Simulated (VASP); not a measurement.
Data:

```xyz
2
Lattice="0.0000 2.2762 2.2762 2.2762 0.0000 2.2762 2.2762 2.2762 0.0000" Properties=species:S:1:pos:R:3 pbc="T T T"
B      0.0000     0.0000     0.0000
P      1.1381     1.1381     1.1381
```

Level of theory: optB88-vdW, VASP's PBE PAW potentials (set 64) (plane waves; VASP). Numerical set-up: 520 eV cut-off, 11×11×11 Γ-centred mesh, tetrahedra with Blöchl corrections, potentials B P.

**Question.** Tabulate the total density of states (states/eV per cell) against energy (eV; zero at the valence-band maximum or, without a gap, the Fermi level).

**Answer.** 
(E (eV), DOS (states/eV)): (-9.94, 0.00); (-9.34, 0.00); (-8.74, 0.04); (-8.02, 1.10); (-7.42, 0.61); (-6.82, 0.38); (-6.22, 0.28); (-5.62, 0.88); (-5.02, 0.74); (-4.42, 0.90); (-3.70, 1.18); (-3.10, 1.07); (-2.50, 0.98); (-1.90, 0.90); (-1.30, 0.45); (-0.58, 0.20); (0.02, 0.00); (0.62, 0.00); (1.22, 0.00); (1.82, 0.17); (2.42, 0.42); (3.02, 0.63); (3.74, 1.12); (4.34, 1.02); (4.94, 0.81)
Within 2 eV below the valence-band maximum the largest weight inside VASP's projection spheres is P p, then B p.

The compound is BP in the zinc blende structure. It was relaxed first.
